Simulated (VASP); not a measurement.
An input for Ansatz (written as the equivalent of a VASP run, and not itself run):

Ansatz 0.2 input:
```yaml
crystal:
  lattice:
    - [3.7816377, 0.0000000, 0.0000000]
    - [0.0000000, 3.7816377, 0.0000000]
    - [0.0000000, 0.0000000, 3.7816377]
  atoms:
    - { symbol: Sr, position: [0.0000000, 0.0000000, 0.0000000] }
    - { symbol: Ti, position: [0.5000000, 0.5000000, 0.5000000] }
    - { symbol: O, position: [0.5000000, 0.0000000, 0.5000000] }
    - { symbol: O, position: [0.0000000, 0.5000000, 0.5000000] }
    - { symbol: O, position: [0.5000000, 0.5000000, 0.0000000] }
kpoints:
  mp_grid: { grid: [6, 6, 6] }
hamiltonian:
  xc: pbesol
  pseudopotentials: { kind: paw }
scf:
  occupations: { method: gaussian, width: 0.05 }
  max_iter: 100
relax:
  max_steps: 40
  f_tol: 0.02
  cell: { p_target: 20 }
output: { forces: true, stress: true, eigenvalues: true }
```

Q: Translate this input to VASP (INCAR, KPOINTS, POSCAR, choice of POTCAR).

A: Several could match; the one computed here: 
**POSCAR**
```
SrTiO3
1
    3.7816376700     0.0000000000     0.0000000000
    0.0000000000     3.7816376700     0.0000000000
   -0.0000000000     0.0000000000     3.7816376700
Sr Ti O
1 1 3
Direct
  0.0000000000   0.0000000000   0.0000000000
  0.5000000000   0.5000000000   0.5000000000
  0.5000000000   0.0000000000   0.5000000000
  0.0000000000   0.5000000000   0.5000000000
  0.5000000000   0.5000000000   0.0000000000
```

**INCAR**
```
NELM = 100   ! most electronic steps
IBRION = 2   ! conjugate gradients
SYSTEM = SrTiO3
PREC = Accurate
NSW = 40   ! most ionic steps
LMAXMIX = 4   ! l cut-off of mixed one-centre charges
SIGMA = 0.05   ! width (eV)
ENCUT = 620
GGA = PS   ! PBEsol
LCHARG = .FALSE.
EDIFFG = -0.02   ! ionic stop
EDIFF = 1E-6   ! SCF stop (eV)
LASPH = .TRUE.   ! aspherical one-centre terms
LREAL = .FALSE.
ISIF = 3   ! ions, shape and volume
ISMEAR = 0   ! Gaussian
PSTRESS = 200
ALGO = Normal
LWAVE = .FALSE.
```

KPOINTS:
```
kpoints
0
Gamma
 6 6 6
0 0 0
```

POTCAR, in this order: Sr_sv Ti_sv O (PBE.64 set). Program: vasp_std.

Limits of the translation: each code has its own PAW files, so the cut-off isn't converted (ENCUT is set for VASP's; basis.ecutwfc is left out, and Ansatz then takes the one that its files recommend); Ansatz stops its SCF on the density residual and VASP on the energy change (EDIFF).

The compound is SrTiO3 in the cubic perovskite structure, the ideal cubic form; the compound distorts at low or room temperature. It was relaxed first under an external pressure of 20 GPa.
